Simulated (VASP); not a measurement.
GaBiSe3:

```
Ga Bi Se
1.0
     5.34475    0.00000    0.00000
     0.00000    5.34475    0.00000
     0.00000    0.00000    4.74105
Ga Bi Se
1 1 3
Direct
  0.00000 0.00000 0.00000
  0.50000 0.50000 0.50000
  0.50000 0.00000 0.50000
  0.00000 0.50000 0.50000
  0.50000 0.50000 0.00000
```

The cell was built by a generator and needn't be a form met in nature.

* Program: VASP 6.6.1
* Task: relaxation of cell and atoms
* Functional: PBE
* Potentials or basis: VASP PAW PBE potentials, release 64 (Ga_d, Bi_d, Se)
* Cutoff: 520 eV
* k mesh: 3 × 3 × 3
* Occupations: gaussian, width 0.15 eV
* Spin: no spin polarisation

At the start: pressure 15.0 GPa; volume 27.09 Å³/atom.

Problem. How do energy, volume and symmetry change on relaxing?

Solution. Over 7 steps the energy falls by 446.2 meV/atom and the volume is 35.36 Å³/atom (+30.5 %); space group Pm-3m (No. 221, to 0.05 Å).

Step by step:
```csv
step,energy change (eV),largest force (eV/Å),pressure (GPa),volume (Å³)
1,0.0000,0.0000,15.01,135.43
2,-2.0470,0.0000,-1.80,189.32
3,-2.2176,0.0000,0.83,171.57
4,-2.2192,0.0000,0.60,173.55
5,-2.2309,0.0000,-0.19,176.90
6,-2.2310,0.0000,-0.16,176.73
7,-2.2310,0.0000,-0.11,176.80
```

Final structure:
```yaml
crystal:
  lattice:
    - [5.60501, 0.00000, 0.00000]
    - [0.00000, 5.60501, 0.00000]
    - [0.00000, 0.00000, 5.62757]
  atoms:
    - { symbol: Ga, position: [0.00000, 0.00000, 0.00000] }
    - { symbol: Bi, position: [0.50000, 0.50000, 0.50000] }
    - { symbol: Se, position: [0.50000, 0.00000, 0.50000] }
    - { symbol: Se, position: [0.00000, 0.50000, 0.50000] }
    - { symbol: Se, position: [0.50000, 0.50000, 0.00000] }
```

Caveat: the k mesh is coarse (spacing up to 0.44 Å⁻¹), so the values aren't converged; the volume moved by over 15 % at a fixed basis, so the end points are rough.
